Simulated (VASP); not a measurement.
Input of a VASP 6.6.1 run:

File INCAR:

```
PREC = Accurate
ENCUT = 520
EDIFF = 1E-7
ISMEAR = 0
SIGMA = 0.03
LREAL = False
LASPH = True
NELM = 80
ALGO = Normal
ISIF = 2
LWAVE = False
LCHARG = False
MAGMOM = 0 0 0 0 0 0 0 0 0 0 0 0 0 0 0 0 0 0 0 0 0 0 0 0 0 0 0 0 0 0 0 0 0 0 0 0 0 0 0 0 0 0 0 0 0 0 0 0
LORBIT = 11
LSORBIT = True
GGA_COMPAT = False
GGA = PS
NBANDS = 188
KPAR = 4
```

KPOINTS

```
regular mesh
0
Gamma
  4 4 4
```

Contents of POSCAR:

```
SnPb3Se4                                
1.0
    0.0000000000      6.0669884640     -6.0669884640
   -6.0663739144      0.0003141802     -6.0666742838
   -6.0663739144      6.0666742838     -0.0003141802
  Sn              Pb              Se            
     2     6     8
Direct
     0.5000000000000000    0.5000000000000000    0.0000000000000000
     0.0000000000000000    0.5000000000000000    0.0000000000000000
     0.5000000000000000    0.0000000000000000    0.0000000000000000
     0.0000000000000000    0.0000000000000000    0.0000000000000000
     0.5000000000000000    0.5000000000000000    0.5000000000000000
     0.0000000000000000    0.5000000000000000    0.5000000000000000
     0.5000000000000000    0.0000000000000000    0.5000000000000000
     0.0000000000000000    0.0000000000000000    0.5000000000000000
     0.7527613302037963    0.7472386697962037    0.2472386697962037
     0.2527613302037963    0.7472386697962037    0.2472386697962037
     0.7500000000000000    0.2555094404725438    0.2444905595274562
     0.2500000000000000    0.2555094404725438    0.2444905595274562
     0.7500000000000000    0.7444905595274562    0.7555094404725438
     0.2500000000000000    0.7444905595274562    0.7555094404725438
     0.7472386697962037    0.2527613302037963    0.7527613302037963
     0.2472386697962037    0.2527613302037963    0.7527613302037963
```

The input KPOINTS_OPT:

```
explicit points
6
Reciprocal
 0.0000000000  0.0000000000  0.0000000000 1
 0.3750000000  0.3750000000  0.7500000000 1
 0.5000000000  0.5000000000  0.5000000000 1
 0.6250000000  0.2500000000  0.6250000000 1
 0.5000000000  0.2500000000  0.7500000000 1
 0.5000000000  0.0000000000  0.5000000000 1
```

Potentials or basis: VASP PAW PBE potentials, release 64 (Sn_d, Pb_d, Se).

Run with:

```sh
$ cat potpaw_PBE.64/Sn_d/POTCAR potpaw_PBE.64/Pb_d/POTCAR potpaw_PBE.64/Se/POTCAR > POTCAR
$ mpirun -np 4 vasp_ncl > vasp.out
```

Question: Predict the largest force.

Answer: 0.032 eV/Å.

Question: Estimate the pressure.

Answer: -0.4 GPa.

Forces on the atoms (eV/Å):
```
Sn   0.000  0.000  0.000
Sn   0.000  0.000  0.000
Pb   0.000  0.000  0.000
Pb   0.000  0.000  0.000
Pb   0.000  0.000  0.000
Pb   0.000  0.000  0.000
Pb   0.000  0.000  0.000
Pb   0.000  0.000  0.000
Se   0.026  0.000  0.000
Se   0.026  0.000  0.000
Se   0.000 -0.022 -0.022
Se   0.000 -0.022 -0.022
Se   0.000  0.022  0.022
Se   0.000  0.022  0.022
Se  -0.026  0.000  0.000
Se  -0.026  0.000  0.000
```

Caveat: the PAW data sets were made with another functional, which shifts forces and pressure a little.
